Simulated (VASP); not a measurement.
Given:

```xyz
2
Lattice="1.4454 -2.5035 0.0000 1.4454 2.5035 0.0000 0.0000 0.0000 4.5840" Properties=species:S:1:pos:R:3 pbc="T T T"
Ti     1.4454     0.8345     1.1460
Ti     1.4454    -0.8345     3.4380
```

Level of theory: PBE GGA with D3 dispersion (zero damping), VASP's PBE PAW potentials (set 64) (plane waves; VASP). Numerical set-up: 520 eV cut-off, 16×16×9 Γ-centred mesh, tetrahedra with Blöchl corrections, potentials Ti_sv.

Estimate the energy per atom (σ→0), band gap (on the k-mesh) with the smallest direct gap where there is one.

```yaml
band gap (on the k-mesh): none (metal, semimetal or under 0.01 eV)
energy per atom (σ→0): -8.301 eV/atom
```

The compound is Ti in the hcp structure. It was relaxed first, which changed the volume by -6 %.
